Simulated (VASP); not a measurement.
A run of VASP 6.6.1 is set up as follows.

The input INCAR:

```
  PREC = Normal
  ENCUT = 520
  EDIFF = 1E-4
  ISMEAR = 0
  SIGMA = 0.15
  LREAL = False
  LASPH = True
  NELM = 60
  ALGO = Fast
  ISIF = 3
  LWAVE = False
  LCHARG = False
  GGA = PE
  IBRION = 2
  NSW = 24
  EDIFFG = -0.08
  KPAR = 2
```

File KPOINTS:

```
regular mesh
0
Gamma
  4 4 2
```

Contents of POSCAR:

```
Be2CdS3
1.0
    4.4854111600      0.0000000000      0.0000000000
   -2.2427055800      3.8844800100      0.0000000000
    0.0000000000      0.0000000000      7.1162056200
Be Cd S
2 1 3
Direct
    0.6666666700      0.3333333300      0.2512828100
    0.3333333300      0.6666666700      0.7487171900
    0.0000000000      0.0000000000      0.0000000000
    0.6666666700      0.3333333300      0.6477103200
    0.3333333300      0.6666666700      0.3522896800
    0.0000000000      0.0000000000      0.5000000000
```

Potentials or basis: VASP PAW PBE potentials, release 64 (Be, Cd, S).

Run with:

```sh
$ cat potpaw_PBE.64/Be/POTCAR potpaw_PBE.64/Cd/POTCAR potpaw_PBE.64/S/POTCAR > POTCAR
$ mpirun -np 2 vasp_std > vasp.out
```

Task: What does it give for the relaxed volume?

Result: 15.02 Å³/atom.

Task: Estimate the relaxed cell.

Result: a = 3.448 Å, b = 3.448 Å, c = 8.756 Å, α = 90.00°, β = 90.00°, γ = 120.00°.

Step by step:
```tsv
step	energy change (eV)	largest force (eV/Å)	pressure (GPa)	volume (Å³)
1	0.0000	1.3357	-10.41	123.99
2	-1.5120	1.4771	-3.55	101.38
3	-1.7139	1.6003	1.86	93.22
4	-1.7153	1.6259	3.17	91.61
5	-2.1220	1.0894	3.67	91.59
6	-3.1836	1.8356	4.68	91.37
7	-6.4453	0.4281	1.65	90.14
8	-5.6274	3.0201	6.91	89.25
9	-6.4638	0.7003	2.09	90.00
10	-6.6454	1.6692	1.17	91.66
11	-6.6649	1.3801	1.15	91.30
12	-6.9783	0.9048	-0.74	92.32
13	-7.2085	0.2973	-2.92	93.72
14	-7.2202	0.1523	-3.26	94.05
15	-7.2620	0.0478	0.35	90.14
```

Caveat: the k mesh is coarse (spacing up to 0.44 Å⁻¹), so the values aren't converged; the volume moved by over 15 % at a fixed basis, so the end points are rough.
